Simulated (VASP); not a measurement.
```xyz
2
Lattice="0.0000 2.9838 2.9838 2.9838 0.0000 2.9838 2.9838 2.9838 0.0000" Properties=species:S:1:pos:R:3 pbc="T T T"
Cd     0.0000     0.0000     0.0000
S      1.4919     1.4919     1.4919
```

The numbers are results of revTPSS meta-GGA, VASP's PBE PAW potentials (set 64) (plane waves; VASP), not measurements. Numerical set-up: 520 eV cut-off, 8×8×8 Γ-centred mesh, Gaussian smearing of 0.050 eV, potentials Cd S.

**Question.** Give the stress tensor in GPa (positive for a compressed cell).

**Answer.** 
```
-1.56   0.00   0.00
 0.00  -1.56   0.00
 0.00   0.00  -1.56
```
The pressure is its mean diagonal, -1.56 GPa.

The compound is CdS in the zinc blende structure, a metastable form; wurtzite is the usual one. This cell is one point of a volume scan, at 1.03 of the reference volume.
